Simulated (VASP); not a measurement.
An input for Quantum ESPRESSO's pw.x (written as the equivalent of a VASP run, and not itself run):

```
&CONTROL
  calculation = 'scf'
  pseudo_dir = './pseudo'
  outdir = './out'
  tprnfor = .true.
  tstress = .true.
/
&SYSTEM
  ibrav = 0
  nat = 4
  ntyp = 1
  ecutwfc = 56.6
  occupations = 'smearing'
  smearing = 'gaussian'
  degauss = 0.003675
  input_dft = 'revpbe'
/
&ELECTRONS
  conv_thr = 7.3e-08
  electron_maxstep = 100
/
ATOMIC_SPECIES
  Ba 137.327 Ba.upf
CELL_PARAMETERS angstrom
     5.0200000    0.0000000    0.0000000
     0.0000000    5.0200000    0.0000000
     0.0000000    0.0000000   21.5300000
ATOMIC_POSITIONS crystal
  Ba   0.0003600 -0.0180060  0.4409900
  Ba   0.4883260  0.5274870  0.3265480
  Ba  -0.0128780  0.0030920  0.6728760
  Ba   0.5241930  0.4874270  0.5595860
K_POINTS automatic
  9 9 1 0 0 0
```

### Question
Write the VASP files for the same calculation (revPBE).

### Answer
This is not unique; one that fits is 
KPOINTS:
```
Regular mesh
0
gamma
9 9 1
0 0 0
```

INCAR:
```
ALGO = Normal
EDIFF = 1E-6
ENCUT = 300
GGA = RE
ISIF = 2
ISMEAR = 0
LASPH = .TRUE.
LCHARG = .FALSE.
LMAXMIX = 4
LREAL = .FALSE.
LWAVE = .FALSE.
NELM = 100
PREC = Accurate
SIGMA = 0.05
SYSTEM = Ba
```

**POSCAR**
```
Ba
1
    5.0200000000     0.0000000000     0.0000000000
    0.0000000000     5.0200000000     0.0000000000
    0.0000000000     0.0000000000    21.5300000000
Ba
4
Direct
  0.0003600000  -0.0180060000   0.4409900000
  0.4883260000   0.5274870000   0.3265480000
 -0.0128780000   0.0030920000   0.6728760000
  0.5241930000   0.4874270000   0.5595860000
```

POTCAR, in this order: Ba_sv (PBE.64 set). Program: vasp_std.

The two are equivalent in intent, not identical: the potentials are each code's own (VASP's PAW set, PseudoDojo norm-conserving files in pw.x), so ENCUT and ecutwfc are chosen apart and not converted; conv_thr bounds pw.x's estimated SCF error, while EDIFF bounds the energy change between steps.

The cell is a sheet with vacuum, built from a generated structure.
